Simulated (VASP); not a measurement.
Input of a VASP 6.6.1 run:

The input INCAR:

```
SYSTEM = Ag
ALGO = Normal ; EDIFF = 1E-6
EDIFFG = -0.01 ; ENCUT = 600
GGA = AM ; IBRION = 2
ISIF = 3 ; ISMEAR = 1
LASPH = .TRUE. ; LCHARG = .FALSE.
LREAL = .FALSE. ; LWAVE = .FALSE.
NELM = 80 ; NSW = 90
PREC = Accurate ; SIGMA = 0.1
```

KPOINTS

```
k-points
0
G
  16 16 16
  0 0 0
```

File POSCAR:

```
Ag
1.0
    0.0000000000      2.0427500000      2.0427500000
    2.0427500000      0.0000000000      2.0427500000
    2.0427500000      2.0427500000      0.0000000000
Ag
1
Direct
    0.0000000000      0.0000000000      0.0000000000
```

Potentials or basis: VASP PAW PBE potentials, release 64 (Ag).

Command:

```console
$ cat potpaw_PBE.64/Ag/POTCAR > POTCAR
$ mpirun -np 1 vasp_std > vasp.out
```

(1) What does it give for the band gap on the k mesh?

(2) Predict the space group after relaxing (to 0.05 Å).

(3) Predict the relaxed volume.

(4) Predict the relaxed cell.

Answers

(1) none (metal or under the smearing width).

(2) Fm-3m (No. 225).

(3) 16.64 Å³/atom.

(4) a = 2.866 Å, b = 2.866 Å, c = 2.866 Å, α = 60.00°, β = 60.00°, γ = 60.00°.

Caveat: the PAW data sets were made with another functional, which shifts forces and pressure a little.
